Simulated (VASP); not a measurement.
```
CELL_PARAMETERS angstrom
      0.00000     2.29000     2.29000
      2.29000     0.00000     2.29000
      2.29000     2.29000     0.00000
ATOMIC_POSITIONS crystal
  Zr 0.00000 0.00000 0.00000
  N  0.50000 0.50000 0.50000
```

The base run (VASP): PBE GGA, plane waves, VASP's PBE PAW potentials (set 64). Numerical set-up: 520 eV cut-off, 12×12×12 Γ-centred mesh, first-order Methfessel-Paxton smearing of 0.10 eV, potentials Zr_sv N.

One setting is varied; ΔE counts from the base run. The base run took about 30 core-seconds. The timings are rough (shared machines, no repeats); factors under 2 mean little.

| setting | cost over the base run | electronic steps | ΔE (meV/atom) |
|---|---|---|---|
| base run | reference | 13 | 0.0 |
| AMIX = 1.0, BMIX = 3.0, IMIX = 4 | within a factor of 2 | 13 | 0.0 |
| AMIX = 0.1, BMIX = 1.0, IMIX = 4 | within a factor of 2 | 16 | 0.0 |
| AMIX = 1.0, BMIX = 1.0, IMIX = 4 | within a factor of 2 | 15 | 0.0 |
| AMIX = 0.1, BMIX = 3.0, IMIX = 4 | within a factor of 2 | 16 | 0.0 |
| AMIX = 0.1, BMIX = 1.0, IMIX = 1 | about 3 times | 41 | 0.0 |

Left out are runs that failed, have no time on record or changed the cell.

The compound is ZrN in the rock salt structure. The cell was not relaxed at this level.
